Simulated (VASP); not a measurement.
Method: PBE GGA, VASP's PBE PAW potentials (set 64) (plane waves; VASP).

Input for VASP

**KPOINTS**
```
Automatic mesh
0
Gamma
  6 6 6
```

POSCAR:
```
KF
1.0
  0.0000000000   2.6233720000   2.6233720000
  2.6233720000   0.0000000000   2.6233720000
  2.6233720000   2.6233720000   0.0000000000
K F
1 1
Cart
  0.0000000000   0.0000000000   0.0000000000
  2.6233720000   2.6233720000   2.6233720000
```

INCAR:
```
! general
SYSTEM=KF
PREC  =Accurate
ENCUT =400
LREAL =.FALSE.
LASPH =.TRUE.

! electronic loop
EDIFF =1E-6
NELM  =100
ALGO  =Normal

! smearing
ISMEAR=-1
SIGMA =0.02

! functional
GGA   =PE

! ions
ISIF  =2

! output
LWAVE =.FALSE.
LCHARG=.FALSE.
```

POTCAR, in this order: K_sv F (PBE.64 set). Program: vasp_std.

Output of the run:

### OSZICAR
```
       N       E                     dE             d eps       ncg     rms          rms(c)
DAV:   1     0.952821937272E+02    0.95282E+02   -0.72520E+03   384   0.105E+03
DAV:   2    -0.570166163277E+01   -0.10098E+03   -0.95155E+02   488   0.301E+02
DAV:   3    -0.937520459069E+01   -0.36735E+01   -0.36623E+01   504   0.540E+01
DAV:   4    -0.947909337922E+01   -0.10389E+00   -0.10386E+00   564   0.826E+00
DAV:   5    -0.947992035288E+01   -0.82697E-03   -0.82696E-03   500   0.839E-01    0.619E+00
DAV:   6    -0.830228694190E+01    0.11776E+01   -0.39121E+00   424   0.180E+01    0.412E+00
DAV:   7    -0.827590282499E+01    0.26384E-01   -0.12179E-01   504   0.299E+00    0.255E+00
DAV:   8    -0.827164490577E+01    0.42579E-02   -0.52632E-02   412   0.265E+00    0.213E-01
DAV:   9    -0.827292929882E+01   -0.12844E-02   -0.75142E-03   520   0.690E-01    0.123E-01
DAV:  10    -0.827355462718E+01   -0.62533E-03   -0.13178E-03   416   0.366E-01    0.608E-02
DAV:  11    -0.827359429129E+01   -0.39664E-04   -0.49316E-04   420   0.184E-01    0.209E-02
DAV:  12    -0.827358437856E+01    0.99127E-05   -0.68288E-05   484   0.703E-02    0.606E-03
DAV:  13    -0.827358406085E+01    0.31771E-06   -0.48029E-06   408   0.217E-02
   1 F= -.82735841E+01 E0= -.82735841E+01  d E =-.198551E-10
```

OUTCAR:
```
------------------------ aborting loop because EDIFF is reached ----------------------------------------
  FORCE on cell =-STRESS in cart. coord.  units (eV):
  Direction    XX          YY          ZZ          XY          YZ          ZX
  --------------------------------------------------------------------------------------
  Total       -0.2867188     -0.2867188     -0.2867188     -0.0000000     -0.0000000     -0.0000000
  in kB      -12.7220506    -12.7220506    -12.7220506     -0.0000000     -0.0000000     -0.0000000
  external PRESSURE =     -12.7220506 kB  Pullay stress =       0.0000000 kB
  volume of cell :       36.11
      direct lattice vectors                 reciprocal lattice vectors
     0.000000000  2.623372000  2.623372000    -0.190594395  0.190594395  0.190594395
     2.623372000  0.000000000  2.623372000     0.190594395 -0.190594395  0.190594395
     2.623372000  2.623372000  0.000000000     0.190594395  0.190594395 -0.190594395
  FREE ENERGIE OF THE ION-ELECTRON SYSTEM (eV)
  ---------------------------------------------------
  free  energy   TOTEN  =        -8.2735840608 eV

  energy  without entropy=       -8.2735840608  energy(sigma->0) =       -8.27358406
```
(Selected blocks of OUTCAR.)

**OUTCAR**
```
 val. band max:       -2.6721252449   @ k =   0.0000   0.0000   0.0000

 cond. band min:       3.8145135682   @ k =   0.0000   0.0000   0.0000


 Fermi energy:        -2.2459249079

 k-point     1 :       0.0000    0.0000    0.0000
  band No.  band energies     occupation
      1     -28.6444      2.00000
      2     -21.3451      2.00000
      3     -11.8496      2.00000
      4     -11.8496      2.00000
      5     -11.8496      2.00000
      6      -2.6722      2.00000
      7      -2.6721      2.00000
      8      -2.6721      2.00000
      9       3.8145      0.00000
     10       8.1787      0.00000
     11       8.1787      0.00000
     12       8.1787      0.00000

 k-point     2 :       0.1667    0.0000    0.0000
  band No.  band energies     occupation
      1     -28.6142      2.00000
      2     -21.3755      2.00000
      3     -11.9273      2.00000
      4     -11.8596      2.00000
      5     -11.8596      2.00000
      6      -2.9265      2.00000
      7      -2.7735      2.00000
      8      -2.7735      2.00000
      9       4.5902      0.00000
     10       7.7990      0.00000
     11       8.5618      0.00000
     12       8.5618      0.00000

 k-point     3 :       0.3333    0.0000    0.0000
  band No.  band energies     occupation
      1     -28.5527      2.00000
      2     -21.4347      2.00000
      3     -12.0802      2.00000
      4     -11.8793      2.00000
      5     -11.8793      2.00000
      6      -3.3418      2.00000
      7      -2.9708      2.00000
      8      -2.9708      2.00000
      9       6.1488      0.00000
     10       7.6794      0.00000
     11       9.3394      0.00000
     12       9.3394      0.00000

 k-point     4 :       0.5000    0.0000    0.0000
  band No.  band energies     occupation
      1     -28.5214      2.00000
      2     -21.4667      2.00000
      3     -12.1556      2.00000
      4     -11.8890      2.00000
      5     -11.8890      2.00000
      6      -3.5297      2.00000
...
```

At this cut-off the stress carries a Pulay error, which pulls relaxed volumes low.

The structure is a typed KF crystal. The cell was not relaxed at this level.
